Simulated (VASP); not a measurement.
Level of theory: optB88-vdW, VASP's PBE PAW potentials (set 64) (plane waves; VASP).

A VASP calculation is set up with these files.

### INCAR
```
SYSTEM=PdIn
PREC=Accurate; ENCUT=520; LREAL=.FALSE.
LASPH=.TRUE.
EDIFF=1E-6; NELM=100; ALGO=Normal
LMAXMIX=4
ISMEAR=1; SIGMA=0.1
GGA=BO; LUSE_VDW=.TRUE.; AGGAC=0.0
PARAM1=0.1833333333; PARAM2=0.22
IBRION=2; NSW=60; ISIF=3
EDIFFG=-0.01
LWAVE=.FALSE.; LCHARG=.FALSE.
```

POSCAR:
```
PdIn
1
    3.3076163823    -0.0000000000    -0.0000000000
   -0.0000000000     3.3076163823    -0.0000000000
    0.0000000000     0.0000000000     3.3076163823
In Pd
1 1
Direct
  0.5000000000   0.5000000000   0.5000000000
  0.0000000000   0.0000000000   0.0000000000
```

File KPOINTS:
```
Automatic mesh
0
Gamma
10 10 10
0 0 0
```

POTCAR, in this order: In_d Pd (PBE.64 set). Program: vasp_std.

Output of the run:

### OSZICAR
```
       N       E                     dE             d eps       ncg     rms          rms(c)
DAV:   1     0.169203001576E+03    0.16920E+03   -0.11414E+04  1708   0.198E+03
DAV:   2     0.506303414188E+01   -0.16414E+03   -0.15993E+03  1750   0.410E+02
DAV:   3    -0.251596045468E+01   -0.75790E+01   -0.75315E+01  2079   0.940E+01
DAV:   4    -0.265944582351E+01   -0.14349E+00   -0.14340E+00  2050   0.123E+01
DAV:   5    -0.266649178612E+01   -0.70460E-02   -0.70459E-02  2484   0.250E+00    0.539E+00
DAV:   6    -0.252297865034E+01    0.14351E+00   -0.31381E-01  2149   0.889E+00    0.256E+00
DAV:   7    -0.249272591493E+01    0.30253E-01   -0.59299E-02  2188   0.444E+00    0.108E+00
DAV:   8    -0.248754497909E+01    0.51809E-02   -0.16036E-02  1876   0.123E+00    0.346E-01
DAV:   9    -0.248683892709E+01    0.70605E-03   -0.14892E-03  2170   0.678E-01    0.620E-02
DAV:  10    -0.248684317320E+01   -0.42461E-05   -0.32033E-05  2291   0.796E-02    0.269E-02
DAV:  11    -0.248684464346E+01   -0.14703E-05   -0.36430E-06  1939   0.197E-02    0.555E-03
DAV:  12    -0.248684490810E+01   -0.26463E-06   -0.21693E-07  1022   0.539E-03
   1 F= -.24868449E+01 E0= -.24870066E+01  d E =-.248684E+01
```

**OUTCAR**
```
------------------------ aborting loop because EDIFF is reached ----------------------------------------
  FORCE on cell =-STRESS in cart. coord.  units (eV):
  Direction    XX          YY          ZZ          XY          YZ          ZX
  --------------------------------------------------------------------------------------
  Total       -0.0176844     -0.0176844     -0.0176844      0.0000000     -0.0000000      0.0000000
  in kB       -0.7829880     -0.7829880     -0.7829880      0.0000000     -0.0000000      0.0000000
  external PRESSURE =      -0.7829880 kB  Pullay stress =       0.0000000 kB
  volume of cell :       36.19
      direct lattice vectors                 reciprocal lattice vectors
     3.307616382  0.000000000  0.000000000     0.302332521  0.000000000  0.000000000
     0.000000000  3.307616382  0.000000000     0.000000000  0.302332521  0.000000000
     0.000000000  0.000000000  3.307616382     0.000000000  0.000000000  0.302332521
 POSITION                                       TOTAL-FORCE (eV/Angst)
 -----------------------------------------------------------------------------------
      1.65381      1.65381      1.65381         0.000000      0.000000      0.000000
      0.00000      0.00000      0.00000         0.000000      0.000000      0.000000
 -----------------------------------------------------------------------------------
    total drift:                                0.000000      0.000000      0.000000
  FREE ENERGIE OF THE ION-ELECTRON SYSTEM (eV)
  ---------------------------------------------------
  free  energy   TOTEN  =        -2.4868449081 eV

  energy  without entropy=       -2.4873301290  energy(sigma->0) =       -2.48700665

 reached required accuracy - stopping structural energy minimisation
```
(Selected blocks of OUTCAR.)

The compound is PdIn in the CsCl type structure. It was relaxed first, which changed the volume by +5 %. The start is the result of an earlier pass. The electron count is odd and the run is not spin-polarised, which forces a metal.
